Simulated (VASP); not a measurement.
Here is a VASP 6.6.1 calculation.

The input INCAR:

```
SYSTEM = LiSb7
PREC     = Accurate       ! precision mode
ENCUT    = 520            ! plane-wave cutoff, eV
EDIFF    = 1E-6           ! SCF threshold, eV
ISMEAR   = 0              ! smearing method
SIGMA    = 0.1            ! smearing width, eV
LREAL    = .False.        ! projectors in reciprocal space
LASPH    = .True.         ! aspherical terms in the spheres
NELM     = 100            ! most SCF steps
ALGO     = Fast           ! electronic algorithm
ISIF     = 2              ! what is computed and relaxed
LWAVE    = .False.        ! write WAVECAR
LCHARG   = .False.        ! write CHGCAR
GGA      = PE             ! functional
NBANDS   = 29             ! bands
```

File KPOINTS:

```
Automatic mesh
0
Gamma
  9 9 6
  0 0 0
```

POSCAR

```
LiSb7
1.0
    6.4127029628      0.0000000000      0.0000000000
   -3.2063514814      5.5535636727      0.0000000000
    0.0000000000      0.0000000000      6.2445628189
Li Sb
1 7
Direct
    0.0000000000      0.0000000000      0.5000000000
    0.4364100450      0.0000000000      0.7544083484
    0.0000000000      0.4364100450      0.7544083484
    0.5635899550      0.5635899550      0.7544083484
    0.4364100450      0.0000000000      0.2455916516
    0.0000000000      0.4364100450      0.2455916516
    0.5635899550      0.5635899550      0.2455916516
    0.0000000000      0.0000000000      0.0000000000
```

Potentials or basis: VASP PAW PBE potentials, release 64 (Li_sv, Sb).

Command:

```bash
$ cat potpaw_PBE.64/Li_sv/POTCAR potpaw_PBE.64/Sb/POTCAR > POTCAR
$ mpirun -np 1 vasp_std > vasp.out
```

Task: Estimate the band gap on the k mesh.

Result: None (metal or under the smearing width).

 The run has no spin-orbit coupling, so splittings on Sb are missing.
